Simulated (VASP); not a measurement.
Given:

```xyz
2
Lattice="4.2320 -2.2933 0.0109 4.2320 2.2933 0.0109 2.9796 0.0000 3.7803" Properties=species:S:1:pos:R:3 pbc="T T T"
Bi     2.6790     0.0000     0.8901
Bi     8.7645     0.0000     2.9120
```

Level of theory: PBE GGA, VASP's PBE PAW potentials (set 64) (plane waves; VASP). Settings: 400 eV cut-off, Gaussian smearing of 0.050 eV, potentials Bi_d.

Question: Give the energies of bands 13 to 18 at the high-symmetry points, in eV from the Fermi level.

Answer: 
```tsv
band	Γ	T	H2	L	S0	F
13	-1.38	-0.83	-3.81	-1.26	-4.09	-4.40
14	-1.06	-0.48	-3.73	-1.05	-2.32	-2.82
15	-1.06	-0.48	-0.37	-0.22	-2.29	-2.67
16	2.52	0.78	0.83	-0.16	2.88	2.50
17	2.94	0.80	4.97	0.59	3.05	4.79
18	2.94	0.80	4.98	1.10	4.83	5.33
```

It has no gap at this level: it comes out as a metal or semimetal.

The compound is Bi in the a7 structure. It was relaxed first.
